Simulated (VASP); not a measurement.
Computed with PBE GGA, VASP's PBE PAW potentials (set 64) (plane waves; VASP).

The input files of a VASP run:

KPOINTS:
```
Regular mesh
0
Gamma
 14 14 14
0 0 0
```

INCAR:
```
ISMEAR=1   # Methfessel-Paxton
NSW=60
GGA=PE   # PBE
SYSTEM=In
ISIF=3   # ions, shape and volume
NELM=100   # most electronic steps
LMAXMIX=4   # l cut-off of mixed one-centre charges
EDIFFG=-0.01
LCHARG=F
EDIFF=1E-6   # SCF stop (eV)
SIGMA=0.1
LWAVE=F
LASPH=T   # aspherical one-centre terms
ALGO=Normal   # blocked Davidson
LREAL=F
ENCUT=400   # plane-wave cut-off (eV)
IBRION=2   # conjugate gradients
PREC=Accurate
```

**POSCAR**
```
In
1.0
 -1.6250000000   1.6250000000   2.4750000000
  1.6250000000  -1.6250000000   2.4750000000
  1.6250000000   1.6250000000  -2.4750000000
In
1
Cartesian
  0.0000000000   0.0000000000   0.0000000000
```

POTCAR, in this order: In_d (PBE.64 set). Program: vasp_std.

Output of the run:

OSZICAR:
```
       N       E                     dE             d eps       ncg     rms          rms(c)
DAV:   1     0.635361706026E+02    0.63536E+02   -0.56092E+03  4940   0.137E+03
DAV:   2    -0.191094410835E+00   -0.63727E+02   -0.62922E+02  4972   0.263E+02
DAV:   3    -0.252818936175E+01   -0.23371E+01   -0.23307E+01  5718   0.603E+01
DAV:   4    -0.257920375912E+01   -0.51014E-01   -0.51005E-01  6168   0.879E+00
DAV:   5    -0.258150427711E+01   -0.23005E-02   -0.23005E-02  6050   0.149E+00    0.229E+00
DAV:   6    -0.255850983525E+01    0.22994E-01   -0.44383E-02  5608   0.469E+00    0.114E+00
DAV:   7    -0.255400263621E+01    0.45072E-02   -0.14138E-02  5732   0.245E+00    0.258E-01
DAV:   8    -0.255371854732E+01    0.28409E-03   -0.78992E-04  5928   0.561E-01    0.324E-02
DAV:   9    -0.255372450562E+01   -0.59583E-05   -0.13384E-05  6562   0.519E-02    0.132E-02
DAV:  10    -0.255372504342E+01   -0.53780E-06   -0.97521E-07  3360   0.140E-02
   1 F= -.25537250E+01 E0= -.25537302E+01  d E =-.255373E+01
       N       E                     dE             d eps       ncg     rms          rms(c)
DAV:   1    -0.285455513389E+01   -0.30083E+00   -0.79872E+00  5482   0.689E+01    0.311E+00
DAV:   2    -0.260074125260E+01    0.25381E+00   -0.53469E-01  5474   0.168E+01    0.120E+00
DAV:   3    -0.256223995079E+01    0.38501E-01   -0.14090E-01  6504   0.836E+00    0.383E-01
DAV:   4    -0.256115448685E+01    0.10855E-02   -0.20438E-03  5284   0.571E-01    0.233E-01
DAV:   5    -0.256045743933E+01    0.69705E-03   -0.10846E-03  5120   0.259E-01    0.581E-02
DAV:   6    -0.256047320931E+01   -0.15770E-04   -0.89165E-05  5542   0.801E-02    0.116E-02
DAV:   7    -0.256047372174E+01   -0.51243E-06   -0.21096E-06  5490   0.178E-02
   2 F= -.25604737E+01 E0= -.25604220E+01  d E =-.674868E-02
       N       E                     dE             d eps       ncg     rms          rms(c)
DAV:   1    -0.256054985998E+01   -0.76651E-04   -0.20353E-03  5516   0.104E+00    0.540E-02
DAV:   2    -0.256047868878E+01    0.71171E-04   -0.15346E-04  5496   0.288E-01    0.189E-02
DAV:   3    -0.256046974196E+01    0.89468E-05   -0.32610E-05  5382   0.128E-01    0.851E-03
DAV:   4    -0.256047005759E+01   -0.31562E-06   -0.48747E-07  3028   0.789E-03
   3 F= -.25604701E+01 E0= -.25604193E+01  d E =-.674501E-02
       N       E                     dE             d eps       ncg     rms          rms(c)
DAV:   1    -0.256065517322E+01   -0.18543E-03   -0.55648E-03  5524   0.826E-01    0.664E-02
DAV:   2    -0.256056275065E+01    0.92423E-04   -0.13585E-04  7018   0.271E-01    0.431E-02
DAV:   3    -0.256050664318E+01    0.56107E-04   -0.58503E-05  6182   0.241E-01    0.880E-03
DAV:   4    -0.256050749226E+01   -0.84908E-06   -0.83228E-06  5280   0.298E-02
   4 F= -.25605075E+01 E0= -.25604539E+01  d E =-.374347E-04
       N       E                     dE             d eps       ncg     rms          rms(c)
DAV:   1    -0.256190927860E+01   -0.14026E-02   -0.50063E-02  5506   0.248E+00    0.199E-01
DAV:   2    -0.256107063604E+01    0.83864E-03   -0.12160E-03  6966   0.800E-01    0.128E-01
DAV:   3    -0.256056202161E+01    0.50861E-03   -0.52815E-04  6106   0.714E-01    0.267E-02
DAV:   4    -0.256056925209E+01   -0.72305E-05   -0.75933E-05  5450   0.902E-02    0.339E-02
DAV:   5    -0.256056939856E+01   -0.14647E-06   -0.18287E-06  4010   0.175E-02
   5 F= -.25605694E+01 E0= -.25605021E+01  d E =-.993410E-04
       N       E                     dE             d eps       ncg     rms          rms(c)
DAV:   1    -0.256075793180E+01   -0.18868E-03   -0.68401E-03  5528   0.920E-01    0.740E-02
DAV:   2    -0.256064215669E+01    0.11578E-03   -0.16404E-04  6964   0.300E-01    0.480E-02
DAV:   3    -0.256057277582E+01    0.69381E-04   -0.72813E-05  6210   0.266E-01    0.971E-03
DAV:   4    -0.256057381327E+01   -0.10375E-05   -0.10277E-05  5304   0.334E-02    0.123E-02
DAV:   5    -0.256057385848E+01   -0.45202E-07   -0.21526E-07  2546   0.694E-03
   6 F= -.25605739E+01 E0= -.25605032E+01  d E =-.103801E-03
```

### OUTCAR
```
------------------------ aborting loop because EDIFF is reached ----------------------------------------
  FORCE on cell =-STRESS in cart. coord.  units (eV):
  Direction    XX          YY          ZZ          XY          YZ          ZX
  --------------------------------------------------------------------------------------
  Total        0.0074115      0.0074115      0.0087632      0.0000000     -0.0000000     -0.0000000
  in kB        0.4352383      0.4352383      0.5146212      0.0000000     -0.0000000     -0.0000000
  external PRESSURE =       0.4616992 kB  Pullay stress =       0.0000000 kB
  volume of cell :       27.28
      direct lattice vectors                 reciprocal lattice vectors
    -1.641712326  1.641712326  2.530654285     0.000000000  0.304560057  0.197577363
     1.641712326 -1.641712326  2.530654285     0.304560057  0.000000000  0.197577363
     1.641712326  1.641712326 -2.530654285     0.304560057  0.304560057  0.000000000
 POSITION                                       TOTAL-FORCE (eV/Angst)
 -----------------------------------------------------------------------------------
      0.00000     -0.00000      0.00000         0.000000     -0.000000     -0.000000
 -----------------------------------------------------------------------------------
    total drift:                               -0.000000     -0.000000      0.000000
  FREE ENERGIE OF THE ION-ELECTRON SYSTEM (eV)
  ---------------------------------------------------
  free  energy   TOTEN  =        -2.5605738585 eV

  energy  without entropy=       -2.5603617411  energy(sigma->0) =       -2.56050315

 reached required accuracy - stopping structural energy minimisation
```
(Selected blocks of OUTCAR.)

CONTCAR:
```
In
   1.00000000000000
    -1.6417123264137758    1.6417123264137756    2.5306542850904576
     1.6417123264137758   -1.6417123264137761    2.5306542850904576
     1.6417123264137758    1.6417123264137761   -2.5306542850904576
  In
     1
Direct
     0.0000000000000000    0.0000000000000000    0.0000000000000000
```

**OUTCAR**
```
 val. band max:        7.0868793114   @ k =  -0.2857   0.4286   0.0714

 cond. band min:       7.1129306287   @ k =  -0.3571   0.3571   0.2143


 Fermi energy:         7.0880986062

 k-point     1 :       0.0000    0.0000    0.0000
  band No.  band energies     occupation
      1      -7.6158      2.00000
      2      -7.5059      2.00000
      3      -7.5059      2.00000
      4      -7.4506      2.00000
      5      -7.3370      2.00000
      6      -2.2053      2.00000
      7      17.2226      0.00000
      8      17.2226      0.00000
      9      17.3843      0.00000
     10      18.5634      0.00000

 k-point     2 :       0.0714    0.0000    0.0000
  band No.  band energies     occupation
      1      -7.6078      2.00000
      2      -7.5067      2.00000
      3      -7.4988      2.00000
      4      -7.4486      2.00000
      5      -7.3401      2.00000
      6      -2.0971      2.00000
      7      15.9442      0.00000
      8      17.0483      0.00000
      9      17.0990      0.00000
     10      18.3406      0.00000

 k-point     3 :       0.1429    0.0000    0.0000
  band No.  band energies     occupation
      1      -7.5907      2.00000
      2      -7.5127      2.00000
      3      -7.4812      2.00000
      4      -7.4350      2.00000
      5      -7.3467      2.00000
      6      -1.7700      2.00000
      7      13.6112      0.00000
      8      16.4100      0.00000
      9      16.8220      0.00000
     10      18.2462      0.00000

 k-point     4 :       0.2143   -0.0000    0.0000
  band No.  band energies     occupation
      1      -7.5785      2.00000
      2      -7.5281      2.00000
      3      -7.4652      2.00000
      4      -7.3981      2.00000
      5      -7.3466      2.00000
      6      -1.2195      2.00000
      7      11.2454      0.00000
      8      15.7146      0.00000
      9      16.5300      0.00000
     10      18.1914      0.00000

 k-point     5 :       0.2857    0.0000   -0.0000
...
```

Energy and stress use the plane-wave basis of the starting cell. Unless said otherwise, spin-orbit coupling is left out, though it shifts the bands of the heavy elements here.

The compound is In in the bct structure. This run relaxes it. Symmetry was kept, so distortions that lower it aren't found.
